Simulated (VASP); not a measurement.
These are TPSS meta-GGA, VASP's PBE PAW potentials (set 64) (plane waves; VASP 6.6.1) values and carry that method's errors.

Input for VASP

INCAR:
```
ALGO = Normal
EDIFF = 1E-6
EDIFFG = -0.01
ENCUT = 520
IBRION = 2
ISIF = 3
ISMEAR = 1
LASPH = .True.
LCHARG = .False.
LMAXMIX = 4
LMIXTAU = .True.
LREAL = .False.
LWAVE = .False.
METAGGA = TPSS
NELM = 100
NSW = 60
PREC = Accurate
SIGMA = 0.1
SYSTEM = CuZn
```

KPOINTS:
```
Automatic mesh
0
Gamma
11 11 11
0 0 0
```

### POSCAR
```
CuZn
1.0
  2.9500000000   0.0000000000   0.0000000000
  0.0000000000   2.9500000000   0.0000000000
  0.0000000000   0.0000000000   2.9500000000
Zn Cu
1 1
Cart
  1.4750000000   1.4750000000   1.4750000000
  0.0000000000   0.0000000000   0.0000000000
```

POTCAR, in this order: Zn Cu (PBE.64 set). Program: vasp_std.

### Question
What will the output report for the number of irreducible k-points (NKPTS), largest plane-wave count, number of space-group operations, FFT grid (NGX, NGY, NGZ)?

### Answer

```
Item                                          Result
--------------------------------------  ------------
number of irreducible k-points (NKPTS)            56
largest plane-wave count                         739
number of space-group operations                  48
FFT grid (NGX, NGY, NGZ)                24 × 24 × 24
```

The compound is CuZn in the CsCl type structure. This run relaxes it. Symmetry was kept, so distortions that lower it aren't found. The electron count is odd and the run is not spin-polarised, which forces a metal.
